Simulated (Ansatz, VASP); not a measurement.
# Ti2Te3Pt in VASP and in Ansatz

```
Ti Te Pt
1.0
     7.09315    0.00000    0.00000
    -3.54657    6.14285    0.00000
     0.00000    0.00000    3.63375
Ti Te Pt
2 3 1
Direct
  0.33333 0.66667 0.00000
  0.66667 0.33333 0.00000
  0.50000 0.00000 0.50000
  0.50000 0.50000 0.50000
  0.00000 0.50000 0.50000
  0.00000 0.00000 0.00000
```

Change from the starting cell: species swapped into the ErB2Rh3 type (P6/mmm, No. 191).

Alike in both runs: functional PBE; k mesh 3 × 3 × 4; occupations gaussian, width 0.1 eV; no spin polarisation.

Ansatz relaxed the structure, and its values are those at the end. VASP's run is a single point on that final structure, the one shown.

```csv
,VASP,Ansatz
version,VASP 6.6.1,Ansatz 0.2.0
potentials or method,"VASP PAW PBE potentials, release 64 (Ti_sv, Te, Pt)","scalar-relativistic, plane waves, PAW"
plane-wave cutoff (eV),520,420
valence electrons in the cell,52,90
```

```csv
,VASP,Ansatz,Ansatz less VASP
gap on the k mesh at the Fermi level (eV),none,none,-
pressure (GPa),0.2,0.2,+0.03
```

A gap of «none» marks a metal or a gap that the smearing closes. With one functional, cell and mesh, what is left measures potentials, basis and numerics. The two sets of potentials don't hold the same shells in valence.

Caveats: the k mesh is coarse (spacing up to 0.43 Å⁻¹), so the values aren't converged. Spin-orbit coupling is left out, which matters for the levels of Pt, Te.
